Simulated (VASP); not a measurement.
Elastic constants (GPa) of a crystal from PBEsol GGA, VASP's PBE PAW potentials (set 64) run with VASP:

```
       xx     yy     zz    yz    xz    xy
--  -----  -----  -----  ----  ----  ----
xx  154.8   41.5   41.5   0.0   0.0   0.0
yy   41.5  154.8   41.5   0.0   0.0   0.0
zz   41.5   41.5  154.8   0.0   0.0   0.0
yz    0.0    0.0    0.0  54.4   0.0   0.0
xz    0.0    0.0    0.0   0.0  54.4   0.0
xy    0.0    0.0    0.0   0.0   0.0  54.4
```

Q: Work out the Voigt, Reuss and Hill moduli, Young's modulus and Poisson's ratio.

A: All eigenvalues are positive (smallest 54.4 GPa), so the crystal is stable. K_V = (C11+C22+C33+2(C12+C13+C23))/9 = (464.4 + 2×124.5)/9 = 79.3 GPa; G_V = (464.4 − 124.5 + 3×163.2)/15 = 55.3 GPa. From the compliances, K_R = 79.3 GPa and G_R = 55.3 GPa. Hill: K = 79.3 GPa, G = 55.3 GPa, E = 9KG/(3K+G) = 134.6 GPa, ν = (3K−2G)/(2(3K+G)) = 0.217. K/G = 1.43, below Pugh's 1.75; universal anisotropy A^U = 0.00.

Q: With a density of 2.70 g/cm³, what are the mean sound speeds?

A: v_l = √((K+4G/3)/ρ) = 7.53 km/s and v_t = √(G/ρ) = 4.53 km/s. The crystal is MgS (rock salt), cubic.

The compound is MgS in the rock salt structure. It was relaxed first.
